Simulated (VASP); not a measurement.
Input:

```
Mg2Ge
1.0
    0.00000     9.62851     9.62851
    9.62851     0.00000     9.62851
    9.62851     9.62851     0.00000
Mg Ge
54 27
Direct
  0.25000   0.25000   0.25000
  0.08333   0.08333   0.08333
  0.25000   0.25000   0.58333
  0.08333   0.08333   0.41667
  0.25000   0.25000   0.91667
  0.08333   0.08333   0.75000
  0.25000   0.58333   0.25000
  0.08333   0.41667   0.08333
  0.25000   0.58333   0.58333
  0.08333   0.41667   0.41667
  0.25000   0.58333   0.91667
  0.08333   0.41667   0.75000
  0.25000   0.91667   0.25000
  0.08333   0.75000   0.08333
  0.25000   0.91667   0.58333
  0.08333   0.75000   0.41667
  0.25000   0.91667   0.91667
  0.08333   0.75000   0.75000
  0.58333   0.25000   0.25000
  0.41667   0.08333   0.08333
  0.58333   0.25000   0.58333
  0.41667   0.08333   0.41667
  0.58333   0.25000   0.91667
  0.41667   0.08333   0.75000
  0.58333   0.58333   0.25000
  0.41667   0.41667   0.08333
  0.58333   0.58333   0.58333
  0.41667   0.41667   0.41667
  0.58333   0.58333   0.91667
  0.41667   0.41667   0.75000
  0.58333   0.91667   0.25000
  0.41667   0.75000   0.08333
  0.58333   0.91667   0.58333
  0.41667   0.75000   0.41667
  0.58333   0.91667   0.91667
  0.41667   0.75000   0.75000
  0.91667   0.25000   0.25000
  0.75000   0.08333   0.08333
  0.91667   0.25000   0.58333
  0.75000   0.08333   0.41667
  0.91667   0.25000   0.91667
  0.75000   0.08333   0.75000
  0.91667   0.58333   0.25000
  0.75000   0.41667   0.08333
  0.91667   0.58333   0.58333
  0.75000   0.41667   0.41667
  0.91667   0.58333   0.91667
  0.75000   0.41667   0.75000
  0.91667   0.91667   0.25000
  0.75000   0.75000   0.08333
  0.91667   0.91667   0.58333
  0.75000   0.75000   0.41667
  0.91667   0.91667   0.91667
  0.75000   0.75000   0.75000
  0.00000   0.00000   0.00000
  0.00000   0.00000   0.33333
  0.00000   0.00000   0.66667
  0.00000   0.33333   0.00000
  0.00000   0.33333   0.33333
  0.00000   0.33333   0.66667
  0.00000   0.66667   0.00000
  0.00000   0.66667   0.33333
  0.00000   0.66667   0.66667
  0.33333   0.00000   0.00000
  0.33333   0.00000   0.33333
  0.33333   0.00000   0.66667
  0.33333   0.33333   0.00000
  0.33333   0.33333   0.33333
  0.33333   0.33333   0.66667
  0.33333   0.66667   0.00000
  0.33333   0.66667   0.33333
  0.33333   0.66667   0.66667
  0.66667   0.00000   0.00000
  0.66667   0.00000   0.33333
  0.66667   0.00000   0.66667
  0.66667   0.33333   0.00000
  0.66667   0.33333   0.33333
  0.66667   0.33333   0.66667
  0.66667   0.66667   0.00000
  0.66667   0.66667   0.33333
  0.66667   0.66667   0.66667
```

Calculation: PBE GGA, VASP's PBE PAW potentials (set 64) (plane waves; VASP 6.6.1). Settings: PREC = Normal, LREAL = Auto, 400 eV cut-off, 1×1×1 Γ-centred mesh, Gaussian smearing of 0.050 eV, potentials Mg Ge.

The supercell is sampled at Γ alone, which is coarse: total energies, pressure and levels can be off, energies of defects by several tenths of an eV.

Task: Predict the energy per atom (σ→0).

Result: 
```
Property                        Value
---------------------  --------------
energy per atom (σ→0)  -2.589 eV/atom
```

Only differences to runs with the same potentials and settings are physical.

The cell is a supercell, built from a database entry that may be metastable or hypothetical.
